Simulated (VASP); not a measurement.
All values below come from TPSS meta-GGA, VASP's PBE PAW potentials (set 64) (plane waves; VASP).

The input files of a VASP run:

File KPOINTS:
```
Automatic mesh
0
G
5 5 5
0 0 0
```

### INCAR
```
ALGO = Normal
EDIFF = 1E-7
ENCUT = 520
ISIF = 2
ISMEAR = 0
LASPH = .True.
LCHARG = .False.
LMAXMIX = 6
LMIXTAU = .True.
LREAL = .False.
LWAVE = .False.
METAGGA = TPSS
NELM = 100
PREC = Accurate
SIGMA = 0.05
SYSTEM = BaHfO3
```

### POSCAR
```
BaHfO3
1
    4.0997843541     0.0000000000     0.0000000000
    0.0000000000     4.0997843541     0.0000000000
    0.0000000000     0.0000000000     4.0997843541
Ba Hf O
1 1 3
Direct
  0.0000000000   0.0000000000   0.0000000000
  0.5000000000   0.5000000000   0.5000000000
  0.5000000000   0.0000000000   0.5000000000
  0.0000000000   0.5000000000   0.5000000000
  0.5000000000   0.5000000000   0.0000000000
```

POTCAR, in this order: Ba_sv Hf_pv O (PBE.64 set). Program: vasp_std.

Output

**OUTCAR**
```
 ion  position               nearest neighbor table
   1  0.000  0.000  0.000-   3 2.90   4 2.90   5 2.90   3 2.90   4 2.90   4 2.90   5 2.90   4 2.90
                             3 2.90   5 2.90   3 2.90   5 2.90   2 3.55   2 3.55   2 3.55   2 3.55
   2  0.500  0.500  0.500-   3 2.05   4 2.05   5 2.05   5 2.05   3 2.05   4 2.05   1 3.55   1 3.55
                             1 3.55   1 3.55   1 3.55   1 3.55   1 3.55   1 3.55
   3  0.500  0.000  0.500-   2 2.05   2 2.05   1 2.90   1 2.90   1 2.90   1 2.90
   4  0.000  0.500  0.500-   2 2.05   2 2.05   1 2.90   1 2.90   1 2.90   1 2.90
   5  0.500  0.500  0.000-   2 2.05   2 2.05   1 2.90   1 2.90   1 2.90   1 2.90
  LATTYP: Found a simple cubic cell.
 ALAT       =     4.0997843541
 Subroutine PRICEL returns:
 Original cell was already a primitive cell.
 Subroutine GETGRP returns: Found 48 space group operations
The static configuration has the point symmetry O_h .
The dynamic configuration has the point symmetry O_h .
 Subroutine INISYM returns: Found 48 space group operations
 Subroutine IBZKPT returns following result:
 Found     10 irreducible k-points:

 Following reciprocal coordinates:
            Coordinates               Weight
  0.000000  0.000000  0.000000      1.000000
  0.200000  0.000000  0.000000      6.000000
  0.400000  0.000000  0.000000      6.000000
  0.200000  0.200000  0.000000     12.000000
  0.400000  0.200000  0.000000     24.000000
  0.400000  0.400000  0.000000     12.000000
  0.200000  0.200000  0.200000      8.000000
  0.400000  0.200000  0.200000     24.000000
  0.400000  0.400000  0.200000     24.000000
  0.400000  0.400000  0.400000      8.000000
   k-points           NKPTS =     10   k-points in BZ     NKDIM =     10   number of bands    NBANDS=     23
   number of dos      NEDOS =    301   number of ions     NIONS =      5
   total plane-waves  NPLWV =  27000
   dimension x,y,z NGX =    30 NGY =   30 NGZ =   30
   dimension x,y,z NGXF=    60 NGYF=   60 NGZF=   60
   ions per type =               1   1   3
   PREC   = accura    normal or accurate (medium, high low for compatibility)
   ISTART =      0    job   : 0-new  1-cont  2-samecut
   ICHARG =      2    charge: 1-file 2-atom 10-const
...
```

**OSZICAR**
```
       N       E                     dE             d eps       ncg     rms          rms(c)
DAV:   1     0.355019517665E+03    0.35502E+03   -0.21679E+04   460   0.175E+03
DAV:   2     0.897176002426E+01   -0.34605E+03   -0.33975E+03   696   0.528E+02
DAV:   3    -0.149104845237E+02   -0.23882E+02   -0.23812E+02   594   0.122E+02
DAV:   4    -0.156370689860E+02   -0.72658E+00   -0.72554E+00   699   0.258E+01
DAV:   5    -0.156515274856E+02   -0.14458E-01   -0.14455E-01   634   0.283E+00    0.848E+01
DAV:   6    -0.625299898229E+02   -0.46878E+02   -0.18924E+02   460   0.151E+02    0.378E+01
DAV:   7    -0.596947671180E+02    0.28352E+01   -0.37533E+01   572   0.416E+01    0.368E+01
DAV:   8    -0.612326743759E+02   -0.15379E+01   -0.73935E+00   576   0.155E+01    0.249E+01
DAV:   9    -0.600393049798E+02    0.11934E+01   -0.36170E+01   509   0.325E+01    0.171E+01
DAV:  10    -0.595826471691E+02    0.45666E+00   -0.56585E+00   495   0.161E+01    0.393E+00
DAV:  11    -0.597616532917E+02   -0.17901E+00   -0.26135E-01   617   0.417E+00    0.794E-01
DAV:  12    -0.598002475530E+02   -0.38594E-01   -0.23736E-02   558   0.148E+00    0.677E-01
DAV:  13    -0.598057465192E+02   -0.54990E-02   -0.11871E-02   633   0.691E-01    0.100E+00
DAV:  14    -0.598077632226E+02   -0.20167E-02   -0.18555E-02   551   0.786E-01    0.146E-01
DAV:  15    -0.598083260258E+02   -0.56280E-03   -0.15784E-03   544   0.307E-01    0.627E-02
DAV:  16    -0.598082803956E+02    0.45630E-04   -0.47608E-05   624   0.656E-02    0.175E-02
DAV:  17    -0.598083262654E+02   -0.45870E-04   -0.42237E-05   551   0.611E-02    0.592E-03
DAV:  18    -0.598083342561E+02   -0.79907E-05   -0.11623E-05   579   0.339E-02    0.690E-03
DAV:  19    -0.598083403941E+02   -0.61380E-05   -0.18926E-06   572   0.127E-02    0.340E-03
DAV:  20    -0.598083411594E+02   -0.76524E-06   -0.39130E-07   565   0.603E-03    0.381E-03
DAV:  21    -0.598083412146E+02   -0.55255E-07   -0.85600E-08   391   0.308E-03
   1 F= -.59808341E+02 E0= -.59808341E+02  d E =-.367216E-18
```

OUTCAR:
```
------------------------ aborting loop because EDIFF is reached ----------------------------------------
  FORCE on cell =-STRESS in cart. coord.  units (eV):
  Direction    XX          YY          ZZ          XY          YZ          ZX
  --------------------------------------------------------------------------------------
  Total        5.0774224      5.0774224      5.0774224     -0.0000000      0.0000000     -0.0000000
  in kB      118.0513177    118.0513177    118.0513177     -0.0000000      0.0000000     -0.0000000
  external PRESSURE =     118.0513177 kB  Pullay stress =       0.0000000 kB
  volume of cell :       68.91
      direct lattice vectors                 reciprocal lattice vectors
     4.099784354  0.000000000  0.000000000     0.243915268  0.000000000  0.000000000
     0.000000000  4.099784354  0.000000000     0.000000000  0.243915268  0.000000000
     0.000000000  0.000000000  4.099784354     0.000000000  0.000000000  0.243915268
 POSITION                                       TOTAL-FORCE (eV/Angst)
 -----------------------------------------------------------------------------------
      0.00000      0.00000      0.00000         0.000000      0.000000      0.000000
      2.04989      2.04989      2.04989         0.000000      0.000000      0.000000
      2.04989      0.00000      2.04989         0.000000      0.000000      0.000000
      0.00000      2.04989      2.04989         0.000000      0.000000      0.000000
      2.04989      2.04989      0.00000         0.000000      0.000000      0.000000
 -----------------------------------------------------------------------------------
    total drift:                                0.000000      0.000000     -0.000000
  FREE ENERGIE OF THE ION-ELECTRON SYSTEM (eV)
  ---------------------------------------------------
  free  energy   TOTEN  =       -59.8083412146 eV

  energy  without entropy=      -59.8083412146  energy(sigma->0) =      -59.80834121
```
(Selected blocks of OUTCAR.)

File OUTCAR:
```
 val. band max:        2.5047563452   @ k =   0.4000   0.4000   0.4000

 cond. band min:       6.3663621760   @ k =   0.0000   0.0000   0.0000


 Fermi energy:         2.8053032151

 k-point     1 :       0.0000    0.0000    0.0000
  band No.  band energies     occupation
      1     -26.0343      2.00000
      2     -26.0343      2.00000
      3     -26.0343      2.00000
      4     -22.6142      2.00000
      5     -14.7049      2.00000
      6     -14.2025      2.00000
      7     -14.2025      2.00000
      8      -7.6738      2.00000
      9      -7.6738      2.00000
     10      -7.6738      2.00000
     11       0.9805      2.00000
     12       0.9805      2.00000
     13       0.9805      2.00000
     14       1.5372      2.00000
     15       1.5372      2.00000
     16       1.5372      2.00000
     17       2.4477      2.00000
     18       2.4477      2.00000
     19       2.4477      2.00000
     20       6.3664      0.00000
     21       6.3664      0.00000
     22       6.3664      0.00000
     23       7.3969      0.00000

 k-point     2 :       0.2000    0.0000    0.0000
  band No.  band energies     occupation
      1     -26.1034      2.00000
      2     -26.0322      2.00000
      3     -26.0322      2.00000
      4     -22.5750      2.00000
      5     -14.7152      2.00000
      6     -14.1924      2.00000
      7     -13.9589      2.00000
      8      -7.6400      2.00000
      9      -7.6400      2.00000
     10      -7.5842      2.00000
     11       0.2412      2.00000
     12       0.8309      2.00000
     13       0.8309      2.00000
     14       1.1892      2.00000
     15       1.1892      2.00000
     16       1.2264      2.00000
     17       1.5558      2.00000
     18       2.3020      2.00000
     19       2.3020      2.00000
     20       6.5495      0.00000
     21       7.3393      0.00000
     22       7.3393      0.00000
     23       8.1030      0.00000

 k-point     3 :       0.4000    0.0000    0.0000
...
```

Unless said otherwise, spin-orbit coupling is left out, though it shifts the bands of the heavy elements here.

The compound is BaHfO3 in the cubic perovskite structure. This cell is one point of a volume scan, at 0.94 of the reference volume.
